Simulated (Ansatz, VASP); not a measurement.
# Hf (Hafnium) in two plane-wave programs

Wanted: the spread between two codes on one cell, functional and k mesh. The cell is taken from a series of runs on this material, whose earlier steps may have relaxed, scaled, displaced or heated it; both programs get it as it stands.

Program: Ansatz 0.2.0. Level of theory: plane waves, with VASP 6.6.1 beside it; zone-centre phonons at PBEsol. Results are calculated unless marked as measured.

### 1. The structure

The structure is hexagonal, space group P6_3/mmc (No. 194). The conventional cell has a = 3.129 Å, b = 3.129 Å, c = 5.032 Å, α = 90.00°, β = 90.00°, γ = 120.00°. Hf has 12 Hf at 3.10 to 3.13 Å nearest.

### 2. Ansatz: zone-centre phonons, PBEsol

Ansatz runs on its PAW soft_1 files.

Second derivatives magnify differences that forces hide, and they need a tight electronic threshold.

input.yaml reads:

```yaml
crystal:
  lattice:
    - [3.1288178625, 0.0, 0.0]
    - [-1.5644089313, 2.7096357528, 0.0]
    - [0.0, 0.0, 5.0319597784]
  atoms:
    - { symbol: Hf, position: [0.3333333333, 0.6666666667, 0.25] }
    - { symbol: Hf, position: [0.6666666667, 0.3333333333, 0.75] }
kpoints:
  mp_grid: { grid: [15, 15, 8] }
hamiltonian:
  xc: pbesol
  pseudopotentials: { kind: paw, azcp: { folder: soft_1 }, xc_functional: pbe }
scf:
  occupations: { method: methfessel_paxton, width: 0.2 }
output:
  eigenvalues: true
phonons:
  method: dfpt
```

Started as:

```bash
ansatz run input.yaml --threads 4 --pin off --max-ram 10240MiB --backend cpu --events-out ev --progress --plain --runs-dir out
```

Numbers of over 12 decimals in the logs are rounded to 6 here.

Output:

```text
zone centre: on kpoints.mp_grid the ground state, and the responses unless they are solved on pairs of k-points, stand on 320 of the mesh's 1800 k-points, reduced under 4 symmetry operations, with k and −k counted as one. Each operation leaves every solved displacement unchanged or reverses it
Engine: ansatz 0.2.0, x86_64-unknown-linux-gnu
Pseudopotentials: kind: paw
Pseudopotential: Hf, paw, valence charge 26, recommended cutoff 420 eV (normal), soft_1/Hf.paw.azcp
Functional definition: PBEsol
  exchange = pbesol_x
  correlation = pbesol_c
Crystal: 2 atoms, lattice volume = 42.661 Å³
Basis set: ecut = 420 eV, 833 PW (Γ), exchange–correlation on 48×48×72 points (8 copies of the dense FFT grid, shifted against one another)
Bands: 32, of which v1, the nominal top of the filled ones, is band 26 counted from 1 (25 counted from 0)
Symmetry: 24 space group operations
k-points: 320 of 1800 (irreducible under 4 space group operations, time reversal used)
Non-local potential: Hf, projectors of the file, l = 0: 3, l = 1: 2, l = 2: 2, l = 3: 3
PAW form: soft (Blöchl's): semilocal exchange-correlation on the pseudo side does not see the compensation charge
PAW frozen core: Hf, regenerated for the run's functional, and the local potential with it (the file was generated under x = pbe(κ = 0.804, μ = 0.219515), c = pbe(β = 0.066725))
PAW one-centre angular grid: Hf, 590 points (default); XC on 64 Gauss nodes
Initial density: superposition of atomic densities (chi_scale 0.1, normalization cell)
Initial wavefunctions: pseudopotential atomic-orbital guess
Functional: x = pbesol(κ = 0.804, μ = 0.123457), c = pbesol(β = 0.046)
SCF iter   1: F=—  HF=-31197.844065 eV  |F-HF|=—  |Δ(HF+E_count)|=         —  Δρ=3.63e-2  dr2=6.62e-1  ethr=3.10e-3  ⟨swp⟩=4.8  Hψ=34689  notcnv=0
preconditioner: auto → Kerker (q_TF=auto, 2.820 Å⁻¹)  [metal: Δε(μ)=0.010 eV  Ē_g=16.899 eV  σ=0.200 eV  W_gap=0.04  n_scr=22 (ndim 8)  ℏωp=39.4 eV  f_vac=0.000  D(μ)=1.31/eV (n_scr^D=8)]
SCF iter   2: F=—  HF=-31197.697525 eV  |F-HF|=—  |Δ(HF+E_count)|=   1.47e-1  S|Δr|=    0.00e0  Δρ=2.26e-2  dr2=2.54e-1  ethr=1.27e-3  ⟨swp⟩=3.0  Hψ=20218  notcnv=0  defer=143
SCF iter   3: F=—  HF=-31197.645345 eV  |F-HF|=—  |Δ(HF+E_count)|=   5.22e-2  S|Δr|=    0.00e0  Δρ=9.80e-3  dr2=4.80e-2  ethr=4.89e-4  ⟨swp⟩=2.0  Hψ=15935  notcnv=0  defer=143
SCF iter   4: F=—  HF=-31197.597463 eV  |F-HF|=—  |Δ(HF+E_count)|=   4.79e-2  S|Δr|=    0.00e0  Δρ=3.06e-3  dr2=1.92e-3  ethr=9.23e-5  ⟨swp⟩=2.0  Hψ=18438  notcnv=0  defer=143
SCF iter   5: F=—  HF=-31197.598557 eV  |F-HF|=—  |Δ(HF+E_count)|=   1.09e-3  S|Δr|=    0.00e0  Δρ=6.32e-4  dr2=1.54e-4  ethr=3.69e-6  ⟨swp⟩=2.1  Hψ=14310  notcnv=0  defer=143
SCF iter   6: F=—  HF=-31197.598698 eV  |F-HF|=—  |Δ(HF+E_count)|=   1.41e-4  S|Δr|=    0.00e0  Δρ=1.31e-4  dr2=5.39e-6  ethr=2.96e-7  ⟨swp⟩=2.0  Hψ=18436  notcnv=0  defer=143
SCF iter   7: F=—  HF=-31197.598707 eV  |F-HF|=—  |Δ(HF+E_count)|=   9.46e-6  S|Δr|=    0.00e0  Δρ=2.95e-5  dr2=3.52e-7  ethr=1.04e-8  ⟨swp⟩=2.2  Hψ=18652  notcnv=0  defer=143
SCF iter   8: F=—  HF=-31197.598709 eV  |F-HF|=—  |Δ(HF+E_count)|=   2.47e-6  S|Δr|=    0.00e0  Δρ=5.65e-6  dr2=1.32e-8  ethr=6.77e-10  ⟨swp⟩=2.3  Hψ=14707  notcnv=0  defer=155
SCF iter   9: F=—  HF=-31197.598709 eV  |F-HF|=—  |Δ(HF+E_count)|=   2.52e-9  S|Δr|=    0.00e0  Δρ=1.05e-6  dr2=3.50e-10  ethr=2.54e-11  ⟨swp⟩=2.3  Hψ=18264  notcnv=0  defer=155
SCF iter  10: F=—  HF=-31197.598709 eV  |F-HF|=—  |Δ(HF+E_count)|=  2.55e-11  S|Δr|=    0.00e0  Δρ=2.22e-7  dr2=1.50e-11  ethr=1.00e-12  ⟨swp⟩=2.3  Hψ=15519  notcnv=0  defer=155
SCF iter  11: F=-31197.598709 eV  HF=-31197.598709 eV  |F-HF|=1.46e-11  |Δ(HF+E_count)|=    0.00e0  S|Δr|=    0.00e0  Δρ=5.07e-8  dr2=5.44e-13  ethr=1.00e-12  ⟨swp⟩=9.5  Hψ=56322  notcnv=0
SCF 1 converged in 11 iterations: F = -31197.598709 eV  dr2 = 5.44e-13
  greatest PAW one-centre occupation: 0.998 electrons in one spin orbital (limit 2), on the Hf atom at site 1 (counted from 0), in its partial waves of l = 0
DFPT response loops at Γ: preconditioner auto → Kerker (q_TF=auto, 2.820 Å⁻¹) (partly filled bands, converged f_vac=0.000); β = 1.00, the filter's whole step (`scf.mixing.beta` (0.50) is not read by the response loops under this deck's `scf.mixing.preconditioner`; to damp them name `kerker` or `kerker_dos`, under which they read `scf.mixing.beta`, and type it under 1.00, their step now; both keys bind the ground state too); Broyden in place of MSR1
SCF converged after 11 iterations
Stability not checked: this state was not tested for a lower state beside it, because cold or Methfessel-Paxton smearing, or corrected tetrahedra, fill the levels in a way that the test cannot read (fill_not_monotonic; see scf.lower_state_search)
Free energy (F): -31197.598709 eV
Harris-Foulkes:  -31197.598709 eV  (|F-HF|=1.46e-11)
Internal energy: -31197.602077 eV  (E = F + TS)
E sigma→0 (E₀):  -31197.599551 eV
Entropy (-TS):   0.003368 eV (1.684 meV/atom)
Fermi energy:    18.982910 eV
Step filling:    the computed levels leave a gap of 0.0000 eV = 0.0 smearing widths at the electron count; against every level under it full and every level over it empty, smearing changes F+E_penalty+E_count by +0.452 meV and its σ→0 estimate by -0.390 meV
--- Per-component energies (eV) ---
  E_band       = 30.074506
  E_kinetic    = 822.004055
  E_local      = -12377.727609  (includes V_loc(G=0)·N_el)
  E_nonlocal   = 129.115438
  E_hartree    = 6044.884567
  E_xc         = -530.347275
  E_vxc        = -510.634946  (∫ρ·V_xc dr)
  E_paw        = -15151.149097  (= ΣΔE_a)
  E_vpaw       = -122.451733  (= ΣTr[D̂ρ^β])
  E_aug_tail   = 0.000179  (compensation charges beyond the density's cutoff)
  E_ewald      = -10136.884448
  E_core_change = 2.502112  (= ΣΔE_core)
  E_smearing   = 0.003368  (= −TS)
  E_closure    = -0.000000  (closes the sum)
  Σ components = -31197.598709   (vs F -31197.598709, Δ=0.00e0)
--- Band table (eV; the first three rows and the last of 320) ---
  k-point 0: bands = [... 22 lower, 11.4254, 15.0639, 19.6752, 20.1760, 20.1760, 20.2714, 21.0057, 21.0057, ... 2 higher]
  k-point 1: bands = [... 22 lower, 11.5742, 14.9959, 19.4602, 20.1026, 20.1026, 20.1468, 20.8907, 20.8907, ... 2 higher]
  k-point 2: bands = [... 22 lower, 12.0035, 14.7345, 19.0623, 19.8155, 19.9946, 19.9946, 20.6184, 20.6184, ... 2 higher]
  k-point 319: bands = [... 22 lower, 15.9898, 15.9898, 18.1725, 18.1725, 18.9614, 18.9614, 21.2509, 21.2509, ... 2 higher]
--- Phonons (Γ-DFPT): 2 representative perturbations + reference, on 320 of 1800 k-points (Σ response iterations 6) ---
  k mesh reduced under 4 symmetry operations, with k and −k counted as one. Each operation leaves every solved displacement unchanged or reverses it
  ASR residual: 2.247e-5 → 0.000e0 eV/Å²; symmetrization residual: 1.282e-9 eV/Å²
  ASR residual per site (eV/Å²): 2.25e-5 2.25e-5
  Γ frequencies (cm⁻¹): 0.00 0.00 0.00 76.07 76.07 104.59
  non-analytic LO–TO correction: not included (Born effective charges unavailable; polar crystals: no LO–TO splitting at Γ)
```

### 3. VASP: zone-centre phonons, PBEsol

The same cell, functional, mesh and smearing now go to VASP, with its own data sets.

Lines of VASP's logs that name or quote its potential files are left out, and so is its time.

INCAR reads:

```
SYSTEM = Hf
PREC = Accurate
ENCUT = 500
EDIFF = 1E-08
NELM = 120
ISMEAR = 1
SIGMA = 0.2
LREAL = .FALSE.
ALGO = Normal
GGA = PS
NBANDS = 16
LASPH = .TRUE.
LORBIT = 11
LWAVE = .FALSE.
LCHARG = .FALSE.
ISIF = 2
IBRION = 8
GGA_COMPAT = .FALSE.
KPAR = 2
```

POSCAR reads:

```
Hf
1.0
    3.1288178625      0.0000000000      0.0000000000
   -1.5644089313      2.7096357528      0.0000000000
    0.0000000000      0.0000000000      5.0319597784
Hf
2
Direct
    0.3333333333      0.6666666667      0.2500000000
    0.6666666667      0.3333333333      0.7500000000
```

KPOINTS reads:

```
Automatic mesh
0
Gamma
15 15 8
0 0 0
```

Potentials, in the order of the species: Hf_pv (PBE family, release 64).

Started as:

```bash
mpirun -np 2 vasp_std
```

Output:

```text
[banner, memory and clock lines left out]
running    2 mpi-ranks, on    1 nodes
 distrk:  each k-point on    1 cores,    2 groups
 distr:  one band on    1 cores,    1 groups

 POSCAR found type information on POSCAR Hf
 POSCAR found :  1 types and       2 ions
|                                                                             |
|               ----> ADVICE to this user running VASP <----                  |
|                                                                             |
|     You enforced a specific xc type in the INCAR file but a different       |
|     [... a line on the potential file left out ...]
|     I HOPE YOU KNOW WHAT YOU ARE DOING!                                     |
|                                                                             |

 LDA part: xc-table for (Slater+PW92), standard interpolation
 POSCAR, INCAR and KPOINTS ok, starting setup
 FFT: planning ... GRIDC
 FFT: planning ... GRID_SOFT
 FFT: planning ... GRID
 WAVECAR not read
 entering main loop
       N       E                     dE             d eps       ncg     rms          rms(c)
DAV:   1     0.450332231802E+02    0.45033E+02   -0.11401E+04  4336   0.116E+03
DAV:   2    -0.201681086805E+02   -0.65201E+02   -0.63796E+02  5672   0.247E+02
DAV:   3    -0.217273846341E+02   -0.15593E+01   -0.15413E+01  5696   0.263E+01
DAV:   4    -0.217385738553E+02   -0.11189E-01   -0.11188E-01  5328   0.274E+00
DAV:   5    -0.217387041456E+02   -0.13029E-03   -0.13028E-03  5680   0.247E-01    0.676E+01
DAV:   6    -0.212012005225E+02    0.53750E+00   -0.47832E-01  5208   0.464E+00    0.400E+01
DAV:   7    -0.210101135112E+02    0.19109E+00   -0.79742E-01  5296   0.576E+00    0.187E+00
DAV:   8    -0.210003059375E+02    0.98076E-02   -0.49993E-02  5000   0.155E+00    0.369E-01
DAV:   9    -0.210004073909E+02   -0.10145E-03   -0.10767E-03  5984   0.240E-01    0.192E-01
DAV:  10    -0.210003986475E+02    0.87435E-05   -0.43397E-05  5064   0.480E-02    0.202E-01
DAV:  11    -0.210003999360E+02   -0.12886E-05   -0.44206E-06  5784   0.152E-02    0.121E-02
DAV:  12    -0.210003999899E+02   -0.53833E-07   -0.38163E-07  5232   0.430E-03    0.386E-03
DAV:  13    -0.210003999319E+02    0.58011E-07   -0.96870E-09  3928   0.772E-04    0.144E-03
DAV:  14    -0.210003999098E+02    0.22098E-07   -0.97249E-10  2992   0.262E-04    0.216E-04
DAV:  15    -0.210003999088E+02    0.97407E-09   -0.15343E-10  2880   0.100E-04
   1 F= -.21000400E+02 E0= -.21001492E+02  d E =0.327558E-02
 Linear response reoptimize wavefunctions to high precision
DAV:   1    -0.210003999084E+02    0.42337E-09   -0.30983E-11  2904   0.471E-05
DAV:   2    -0.210003999084E+02    0.18645E-10   -0.62297E-12  2600   0.208E-05
 Linear response DOF=           2
 Linear response progress:
  Degree of freedom:   1/  2
       N       E                     dE             d eps       ncg     rms          rms(c)
RMM:   1    -0.200148019318E+00   -0.20015E+00    0.46148E+00 18608   0.120E+01
RMM:   2    -0.205412344910E+00   -0.52643E-02   -0.38238E-02 27698   0.122E+00    0.566E-01
RMM:   3    -0.204554609624E+00    0.85774E-03   -0.43964E-03 34895   0.267E-01    0.124E-01
RMM:   4    -0.204173725943E+00    0.38088E-03   -0.48900E-04 41240   0.918E-02    0.185E-01
RMM:   5    -0.203722751192E+00    0.45097E-03   -0.44061E-05 37452   0.423E-02    0.190E-02
RMM:   6    -0.203641261323E+00    0.81490E-04   -0.43940E-05 42675   0.147E-02    0.305E-02
RMM:   7    -0.203645167702E+00   -0.39064E-05   -0.40948E-05 38145   0.699E-03    0.421E-02
RMM:   8    -0.203635066585E+00    0.10101E-04   -0.77969E-06 39141   0.307E-03    0.108E-02
RMM:   9    -0.203633830290E+00    0.12363E-05   -0.12970E-05 41912   0.107E-03    0.276E-03
RMM:  10    -0.203634226650E+00   -0.39636E-06   -0.58790E-06 40844   0.306E-04    0.275E-04
RMM:  11    -0.203634477228E+00   -0.25058E-06   -0.35778E-06 40609   0.170E-04    0.613E-04
RMM:  12    -0.203634480316E+00   -0.30874E-08   -0.16757E-06 40136   0.881E-05    0.555E-05
RMM:  13    -0.203634523276E+00   -0.42960E-07   -0.90195E-07 40540   0.577E-05    0.847E-05
RMM:  14    -0.203634535104E+00   -0.11829E-07   -0.41838E-07 38514   0.452E-05    0.662E-06
RMM:  15    -0.203634543463E+00   -0.83593E-08   -0.22088E-07 32613   0.396E-05    0.368E-06
RMM:  16    -0.203634550166E+00   -0.67023E-08   -0.10388E-07 29996   0.372E-05    0.972E-06
RMM:  17    -0.203634550954E+00   -0.78849E-09   -0.42780E-08 24916   0.355E-05    0.195E-06
 first order change of Fermi-energy  -0.35153E-05
 force on displaced ion       1 direction 1 :  -1.907  -0.000   0.000
 Linear response progress:
  Degree of freedom:   2/  2
       N       E                     dE             d eps       ncg     rms          rms(c)
RMM:   1    -0.244428179977E+00   -0.24443E+00    0.48605E+00  6452   0.124E+01
RMM:   2    -0.254643790907E+00   -0.10216E-01   -0.44626E-02  9574   0.126E+00    0.730E-01
RMM:   3    -0.253789377786E+00    0.85441E-03   -0.34570E-03 11071   0.287E-01    0.198E-01
RMM:   4    -0.253600489364E+00    0.18889E-03   -0.54087E-04 13337   0.100E-01    0.202E-01
RMM:   5    -0.253301082483E+00    0.29941E-03    0.10670E-04 12935   0.423E-02    0.530E-02
RMM:   6    -0.253191745508E+00    0.10934E-03    0.21376E-05 11565   0.201E-02    0.441E-02
RMM:   7    -0.253211881427E+00   -0.20136E-04   -0.13341E-05 12440   0.592E-03    0.203E-02
RMM:   8    -0.253214958114E+00   -0.30767E-05    0.29679E-05 13131   0.310E-03    0.408E-03
RMM:   9    -0.253206997544E+00    0.79606E-05    0.37890E-06 13208   0.174E-03    0.227E-03
RMM:  10    -0.253206711386E+00    0.28616E-06    0.39500E-06 13379   0.487E-04    0.577E-04
RMM:  11    -0.253206965130E+00   -0.25374E-06    0.55382E-07 13563   0.199E-04    0.116E-04
RMM:  12    -0.253206943920E+00    0.21210E-07   -0.58571E-08 14138   0.760E-05    0.816E-05
RMM:  13    -0.253207075685E+00   -0.13176E-06   -0.11461E-06 13500   0.413E-05    0.148E-05
RMM:  14    -0.253206964928E+00    0.11076E-06    0.33622E-07 13501   0.275E-05    0.114E-05
RMM:  15    -0.253207043309E+00   -0.78381E-07   -0.30666E-07 12374   0.215E-05    0.150E-06
RMM:  16    -0.253206988114E+00    0.55195E-07    0.37225E-07  9419   0.187E-05    0.441E-07
RMM:  17    -0.253207017672E+00   -0.29558E-07    0.13795E-07  8048   0.175E-05    0.520E-07
RMM:  18    -0.253207002963E+00    0.14709E-07    0.34083E-07  7517   0.171E-05    0.177E-07
RMM:  19    -0.253207007852E+00   -0.48891E-08    0.31577E-07  6890   0.168E-05    0.262E-07
RMM:  20    -0.253206995988E+00    0.11864E-07    0.45366E-07  6396   0.166E-05    0.127E-07
RMM:  21    -0.253206997794E+00   -0.18064E-08    0.44381E-07  6046   0.166E-05    0.115E-07
RMM:  22    -0.253206989087E+00    0.87065E-08    0.54303E-07  5736   0.165E-05    0.665E-08
 first order change of Fermi-energy  -0.15843E-03
 force on displaced ion       1 direction 3 :  -0.000   0.000  -3.456
 Linear response finished
```

(Continued in part 2 of 2.)

[Lines on the potential files, build, host, timing and source positions are cut from VASP's logs without a mark.]

[Logs are printed without paths, hosts, clocks, repeated set-up lines and the standing remarks that a program may print on its own settings, such as how far it seeks lower states.]

[Hosts, paths, dates, database ids (printed as entryN), source tags and the programs' standing remarks are cut or masked in the printed files.]
